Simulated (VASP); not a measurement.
A VASP calculation is set up with these files.

File KPOINTS:
```
kpoints
0
Gamma
 8 8 8
```

### POSCAR
```
Sr
1
    0.0000000000     2.9547327825     2.9547327825
    2.9547327825     0.0000000000     2.9547327825
    2.9547327825     2.9547327825    -0.0000000000
Sr
1
Direct
  0.0000000000   0.0000000000   0.0000000000
```

**INCAR**
```
# general
SYSTEM  = Sr
PREC    = Accurate
ENCUT   = 500
LREAL   = .FALSE.   # projection in real space or not
LASPH   = .TRUE.

# electronic loop
EDIFF   = 1E-6
NELM    = 100   # most electronic steps
ALGO    = Normal
LMAXMIX = 4

# smearing
ISMEAR  = 0   # Gaussian
SIGMA   = 0.05   # width (eV)

# functional
GGA     = PS   # PBEsol

# ions
IBRION  = 2   # conjugate gradients
NSW     = 40
ISIF    = 3   # ions, shape and volume
EDIFFG  = -0.02   # ionic stop

# output
LWAVE   = .FALSE.
LCHARG  = .FALSE.
```

POTCAR, in this order: Sr_sv (PBE.64 set). Program: vasp_std.

Problem. Translate this PBEsol calculation to Quantum ESPRESSO's pw.x.

Solution. One equivalent input (not run):
```
&CONTROL
  calculation = 'vc-relax'
  pseudo_dir = './pseudo'
  outdir = './out'
  tprnfor = .true.
  tstress = .true.
  nstep = 40
  forc_conv_thr = 0.00078
/
&SYSTEM
  ibrav = 0
  nat = 1
  ntyp = 1
  ecutwfc = 68
  occupations = 'smearing'
  smearing = 'gaussian'
  degauss = 0.003675
  input_dft = 'pbesol'
/
&ELECTRONS
  conv_thr = 7.3e-08
  electron_maxstep = 100
/
&IONS
/
&CELL
/
ATOMIC_SPECIES
  Sr 87.620 Sr.upf
CELL_PARAMETERS angstrom
     0.0000000    2.9547328    2.9547328
     2.9547328    0.0000000    2.9547328
     2.9547328    2.9547328   -0.0000000
ATOMIC_POSITIONS crystal
  Sr   0.0000000  0.0000000  0.0000000
K_POINTS automatic
  8 8 8 0 0 0
```
What does not carry over: the potentials are each code's own (VASP's PAW set, PseudoDojo norm-conserving files in pw.x), so ENCUT and ecutwfc are chosen apart and not converted; conv_thr bounds pw.x's estimated SCF error, while EDIFF bounds the energy change between steps; forc_conv_thr acts on force components and is met together with etot_conv_thr.

The compound is Sr in the fcc structure. It was relaxed first, which changed the volume by -8 %.
